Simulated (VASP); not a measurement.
An input for Quantum ESPRESSO's pw.x (written as the equivalent of a VASP run, and not itself run):

```
&CONTROL
  calculation = 'vc-relax'
  pseudo_dir = './pseudo'
  outdir = './out'
  tprnfor = .true.
  tstress = .true.
  nstep = 60
  forc_conv_thr = 0.00039
/
&SYSTEM
  ibrav = 0
  nat = 2
  ntyp = 1
  ecutwfc = 102
  occupations = 'smearing'
  smearing = 'methfessel-paxton'
  degauss = 0.00735
  input_dft = 'vdw-df2'
/
&ELECTRONS
  conv_thr = 7.3e-08
  electron_maxstep = 100
/
&IONS
/
&CELL
/
ATOMIC_SPECIES
  Cd 112.414 Cd.upf
CELL_PARAMETERS angstrom
     1.4900000   -2.5807560    0.0000000
     1.4900000    2.5807560    0.0000000
     0.0000000    0.0000000    5.6200000
ATOMIC_POSITIONS crystal
  Cd   0.3333330  0.6666670  0.2500000
  Cd   0.6666670  0.3333330  0.7500000
K_POINTS automatic
  13 13 6 0 0 0
```

**Question.** Write the VASP files for the same calculation (vdW-DF2).

**Answer.** One answer among several that fit: 
INCAR:
```
SYSTEM=Cd
PREC=Accurate; ENCUT=520; LREAL=.False.
LASPH=.True.
EDIFF=1E-6; NELM=100; ALGO=Normal
LMAXMIX=4
ISMEAR=1; SIGMA=0.1
GGA=ML; LUSE_VDW=.True.; AGGAC=0.0
ZAB_VDW=-1.8867
IBRION=2; NSW=60; ISIF=3
EDIFFG=-0.01
LWAVE=.False.; LCHARG=.False.
```

File KPOINTS:
```
K-points
0
gamma
 13 13 6
```

### POSCAR
```
Cd
1
    1.4900000000    -2.5807560000     0.0000000000
    1.4900000000     2.5807560000     0.0000000000
    0.0000000000     0.0000000000     5.6200000000
Cd
2
Direct
  0.3333330000   0.6666670000   0.2500000000
  0.6666670000   0.3333330000   0.7500000000
```

POTCAR, in this order: Cd (PBE.64 set). Program: vasp_std.

The two are equivalent in intent, not identical: the potentials are each code's own (VASP's PAW set, PseudoDojo norm-conserving files in pw.x), so ENCUT and ecutwfc are chosen apart and not converted; conv_thr bounds pw.x's estimated SCF error, while EDIFF bounds the energy change between steps; forc_conv_thr acts on force components and is met together with etot_conv_thr.

The compound is Cd in the hcp structure. This run relaxes it. Symmetry was kept, so distortions that lower it aren't found.
